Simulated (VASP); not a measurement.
Here is the system:

```yaml
crystal:
  lattice:
    - [2.28153, -3.95172, 0.00000]
    - [2.28153, 3.95172, 0.00000]
    - [0.00000, 0.00000, 7.03535]
  atoms:
    - { symbol: Pb, position: [0.00000, 0.00000, 0.00000] }
    - { symbol: I, position: [0.33333, 0.66667, 0.26931] }
    - { symbol: I, position: [0.66667, 0.33333, 0.73069] }
```

The numbers are results of optB86b-vdW, VASP's PBE PAW potentials (set 64) (plane waves; VASP), not measurements. Numerical set-up: 520 eV cut-off, 6×6×4 Γ-centred mesh, tetrahedra with Blöchl corrections, potentials Pb_d I.

The cores are frozen, which limits the accuracy of field gradients.

Task: Give the principal components of the electric field gradient (V/Å²) and the asymmetry η at each nucleus.

Result: 
| atom | Vxx | Vyy | Vzz | η |
|---|---|---|---|---|
| Pb1 | -7.1 | -7.1 | 14.2 | 0.00 |
| I2 | -9.3 | -9.3 | 18.5 | 0.00 |
| I3 | -9.3 | -9.3 | 18.5 | 0.00 |

The compound is PbI2 in the 1T layered structure. It was relaxed first.
